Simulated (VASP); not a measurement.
Input:

```yaml
crystal:
  lattice:
    - [2.83458, 0.00000, 0.00000]
    - [0.00000, 2.83458, 0.00000]
    - [0.00000, 0.00000, 3.47452]
  atoms:
    - { symbol: Pt, position: [0.00000, 0.00000, 0.00000] }
    - { symbol: Zn, position: [0.50000, 0.50000, 0.50000] }
```

Computed with PBEsol GGA, VASP's PBE PAW potentials (set 64) (plane waves; VASP). Numerical set-up: 400 eV cut-off, 14×14×12 Γ-centred mesh, tetrahedra with Blöchl corrections, potentials Pt Zn.

Unless said otherwise, spin-orbit coupling is left out, though it shifts the bands of the heavy elements here.

Question: Predict the energy per atom (σ→0), band gap (on the k-mesh) with the smallest direct gap where there is one.

Answer: 
The band gap (on the k-mesh) comes out as none (metal, semimetal or under 0.01 eV) and the energy per atom (σ→0) is -4.837 eV/atom.

The absolute energy has meaning only against runs of the same code, potentials and settings.

The structure comes from a measured ZnPt entry (P4/mmm) of the Crystallography Open Database, whose conditions weren't checked. It was relaxed first.
